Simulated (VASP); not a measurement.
A run of VASP 6.6.1:

INCAR

```
PREC = Accurate ; ENCUT = 520
EDIFF = 1E-6 ; ISMEAR = 0
SIGMA = 0.1 ; LREAL = False
LASPH = True ; NELM = 120
ALGO = Normal ; ISIF = 3
LWAVE = False ; LCHARG = False
GGA = PE ; IBRION = 2
NSW = 90 ; EDIFFG = -0.01
KPAR = 4
```

The input KPOINTS:

```
Automatic mesh
0
Gamma
  8 8 4
```

The input POSCAR:

```
Ga3BiO4
1.0
    3.6150000000      0.0000000000      0.0000000000
    0.0000000000      3.6150000000      0.0000000000
    0.0000000000      0.0000000000      8.9980000000
Ga Bi O
3 1 4
Direct
    0.5000000000      0.5000000000      0.7827295000
    0.5000000000      0.5000000000      0.2172705000
    0.0000000000      0.0000000000      0.0000000000
    0.0000000000      0.0000000000      0.5000000000
    0.5000000000      0.0000000000      0.8605245600
    0.0000000000      0.5000000000      0.1394754400
    0.5000000000      0.0000000000      0.1394754400
    0.0000000000      0.5000000000      0.8605245600
```

Potentials or basis: VASP PAW PBE potentials, release 64 (Ga_d, Bi_d, O).

Command:

```console
$ cat potpaw_PBE.64/Ga_d/POTCAR potpaw_PBE.64/Bi_d/POTCAR potpaw_PBE.64/O/POTCAR > POTCAR
$ mpirun -np 4 vasp_std > vasp.out
```

Hardware: 4 MPI ranks on Intel(R) Xeon(R) Platinum 8488C (Sapphire Rapids), with other jobs on the host.

Q: How long does it take, and how much memory?

A: It took 6.3 min on 4 MPI ranks on Intel(R) Xeon(R) Platinum 8488C (Sapphire Rapids) (shared host), peak memory 0.38 GiB a rank. Counts: scf iterations 106, k points 45, ion steps 15.
